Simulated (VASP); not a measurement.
OSZICAR of a VASP run on Cd31ITe31:

### OSZICAR
```
       N       E                     dE             d eps       ncg     rms          rms(c)
DAV:   1     0.452233423841E+04    0.45223E+04   -0.24098E+05  1376   0.125E+03
DAV:   2     0.213284914853E+03   -0.43090E+04   -0.41309E+04  1528   0.348E+02
DAV:   3    -0.146276264177E+03   -0.35956E+03   -0.35451E+03  1536   0.992E+01
DAV:   4    -0.154958895676E+03   -0.86826E+01   -0.86479E+01  1504   0.139E+01
DAV:   5    -0.155199654750E+03   -0.24076E+00   -0.24070E+00  1568   0.219E+00    0.289E+01
RMM:   6    -0.147977225244E+03    0.72224E+01   -0.17010E+01  1360   0.640E+00    0.229E+01
RMM:   7    -0.147519191141E+03    0.45803E+00   -0.68998E+00  1360   0.272E+00    0.897E+00
RMM:   8    -0.147587717752E+03   -0.68527E-01   -0.46485E-01  1360   0.108E+00    0.331E+00
RMM:   9    -0.147552785237E+03    0.34933E-01   -0.57948E-02  1360   0.357E-01    0.164E+00
RMM:  10    -0.147549343438E+03    0.34418E-02   -0.71659E-02  1361   0.275E-01    0.534E-01
RMM:  11    -0.147549568573E+03   -0.22513E-03   -0.75370E-03  1372   0.125E-01    0.204E-01
RMM:  12    -0.147549795357E+03   -0.22678E-03   -0.15514E-03  1389   0.538E-02    0.120E-01
RMM:  13    -0.147549944110E+03   -0.14875E-03   -0.30034E-04  1192   0.254E-02    0.817E-02
RMM:  14    -0.147550053982E+03   -0.10987E-03   -0.14655E-04  1072   0.171E-02    0.292E-02
RMM:  15    -0.147550068472E+03   -0.14490E-04   -0.39586E-05   956   0.902E-03    0.142E-02
RMM:  16    -0.147550069036E+03   -0.56360E-06   -0.15171E-05   875   0.513E-03
   1 F= -.14755007E+03 E0= -.14753654E+03  d E =-.147550E+03  mag=     3.0000
       N       E                     dE             d eps       ncg     rms          rms(c)
DAV:   1    -0.147550982884E+03   -0.91441E-03   -0.24609E-01  1436   0.797E-01    0.107E-01
RMM:   2    -0.147551178753E+03   -0.19587E-03   -0.22429E-03  1360   0.798E-02    0.247E-02
RMM:   3    -0.147551205058E+03   -0.26305E-04   -0.29116E-04  1361   0.306E-02    0.218E-02
RMM:   4    -0.147551206792E+03   -0.17338E-05   -0.44853E-05   975   0.120E-02
   2 F= -.14755121E+03 E0= -.14753765E+03  d E =-.113776E-02  mag=     3.0000
       N       E                     dE             d eps       ncg     rms          rms(c)
DAV:   1    -0.147551928716E+03   -0.72366E-03   -0.28271E-01  1440   0.854E-01    0.110E-01
RMM:   2    -0.147552151208E+03   -0.22249E-03   -0.25374E-03  1360   0.852E-02    0.270E-02
RMM:   3    -0.147552181936E+03   -0.30728E-04   -0.33049E-04  1360   0.327E-02    0.256E-02
RMM:   4    -0.147552184488E+03   -0.25513E-05   -0.50817E-05  1028   0.128E-02
   3 F= -.14755218E+03 E0= -.14753859E+03  d E =-.211545E-02  mag=     3.0000
       N       E                     dE             d eps       ncg     rms          rms(c)
DAV:   1    -0.147552387523E+03   -0.20559E-03   -0.11291E+00  1408   0.171E+00    0.223E-01
RMM:   2    -0.147553273746E+03   -0.88622E-03   -0.10114E-02  1360   0.170E-01    0.529E-02
RMM:   3    -0.147553395551E+03   -0.12180E-03   -0.13151E-03  1360   0.654E-02    0.493E-02
RMM:   4    -0.147553405017E+03   -0.94660E-05   -0.19976E-04  1367   0.256E-02    0.376E-02
RMM:   5    -0.147553405735E+03   -0.71877E-06   -0.50313E-05   989   0.124E-02
   4 F= -.14755341E+03 E0= -.14753975E+03  d E =-.333670E-02  mag=     3.0000
       N       E                     dE             d eps       ncg     rms          rms(c)
DAV:   1    -0.147549033332E+03    0.43717E-02   -0.45101E+00  1408   0.341E+00    0.454E-01
RMM:   2    -0.147552576244E+03   -0.35429E-02   -0.40638E-02  1360   0.342E-01    0.103E-01
RMM:   3    -0.147553068649E+03   -0.49240E-03   -0.53092E-03  1360   0.132E-01    0.938E-02
RMM:   4    -0.147553107574E+03   -0.38925E-04   -0.80615E-04  1368   0.515E-02    0.710E-02
RMM:   5    -0.147553110919E+03   -0.33453E-05   -0.19993E-04  1358   0.248E-02    0.230E-02
RMM:   6    -0.147553117087E+03   -0.61680E-05   -0.45145E-05   978   0.105E-02
   5 F= -.14755312E+03 E0= -.14753932E+03  d E =-.304805E-02  mag=     3.0000
       N       E                     dE             d eps       ncg     rms          rms(c)
DAV:   1    -0.147552011829E+03    0.10991E-02   -0.18955E+00  1408   0.221E+00    0.297E-01
RMM:   2    -0.147553489227E+03   -0.14774E-02   -0.16870E-02  1360   0.221E-01    0.660E-02
RMM:   3    -0.147553688740E+03   -0.19951E-03   -0.21834E-03  1360   0.846E-02    0.571E-02
RMM:   4    -0.147553703010E+03   -0.14270E-04   -0.32973E-04  1367   0.330E-02    0.436E-02
RMM:   5    -0.147553703236E+03   -0.22577E-06   -0.79777E-05  1147   0.158E-02
   6 F= -.14755370E+03 E0= -.14754000E+03  d E =-.363420E-02  mag=     3.0000
       N       E                     dE             d eps       ncg     rms          rms(c)
DAV:   1    -0.147554293264E+03   -0.59025E-03   -0.87971E-01  1408   0.149E+00    0.138E-01
RMM:   2    -0.147554780977E+03   -0.48771E-03   -0.55306E-03  1360   0.133E-01    0.327E-02
RMM:   3    -0.147554845282E+03   -0.64305E-04   -0.72611E-04  1360   0.502E-02    0.322E-02
RMM:   4    -0.147554847146E+03   -0.18633E-05   -0.10502E-04  1350   0.191E-02    0.257E-02
RMM:   5    -0.147554845506E+03    0.16399E-05   -0.26847E-05   900   0.926E-03
   7 F= -.14755485E+03 E0= -.14754122E+03  d E =-.114227E-02  mag=     3.0000
       N       E                     dE             d eps       ncg     rms          rms(c)
DAV:   1    -0.147554580090E+03    0.26706E-03   -0.25342E+00  1392   0.253E+00    0.232E-01
RMM:   2    -0.147555987467E+03   -0.14074E-02   -0.16159E-02  1360   0.227E-01    0.585E-02
RMM:   3    -0.147556185308E+03   -0.19784E-03   -0.21752E-03  1360   0.867E-02    0.574E-02
RMM:   4    -0.147556193169E+03   -0.78611E-05   -0.31671E-04  1364   0.332E-02    0.441E-02
RMM:   5    -0.147556190903E+03    0.22661E-05   -0.81217E-05  1284   0.162E-02
   8 F= -.14755619E+03 E0= -.14754269E+03  d E =-.248767E-02  mag=     3.0000
```

Task: Which electronic solver shows in the log?

Result: It is blocked Davidson (ALGO = Normal, or the opening steps of other solvers) and then RMM-DIIS (ALGO = Fast or VeryFast). The INCAR had ALGO = Fast.

Task: How was spin treated?

Result: Collinear spin (ISPIN = 2): the summary line carries one mag value, 3.00 μB in the cell.

Task: Can the final energy be trusted as converged?

Result: Self-consistency was reached. It stopped with EDIFF = 1E-5, NELM = 100, NSW = 120 and EDIFFG = -0.03 after 8 ionic steps (PBE GGA, plane waves, VASP's PBE PAW potentials (set 64)). The supercell is sampled at Γ alone, which is coarse: total energies, pressure and levels can be off, energies of defects by several tenths of an eV.

The cell is a supercell with a defect, built from CdTe (zinc blende): I_Te-vac_Cd. The total moment is imposed (NUPDOWN), so this need not be the lowest spin state.
